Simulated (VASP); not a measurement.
Given:

```
CELL_PARAMETERS angstrom
      1.79646    -3.11156     0.00000
      1.79646     3.11156     0.00000
      0.00000     0.00000     5.62608
ATOMIC_POSITIONS crystal
  Tl 0.33333 0.66667 0.25000
  Tl 0.66667 0.33333 0.75000
```

Calculation: PBE GGA, VASP's PBE PAW potentials (set 64) (plane waves; VASP). Run with 520 eV cut-off, 13×13×7 Γ-centred mesh, tetrahedra with Blöchl corrections, potentials Tl_d.

Unless said otherwise, spin-orbit coupling is left out, though it shifts the bands of the heavy elements here.

Predict the energy per atom (σ→0), band gap (on the k-mesh) with the smallest direct gap where there is one.

```
Property                                                    Result
------------------------  ----------------------------------------
band gap (on the k-mesh)  none (metal, semimetal or under 0.01 eV)
energy per atom (σ→0)                               -2.226 eV/atom
```

Only differences to runs with the same potentials and settings are physical.

The compound is Tl in the hcp structure. It was relaxed first, which changed the volume by +10 %.
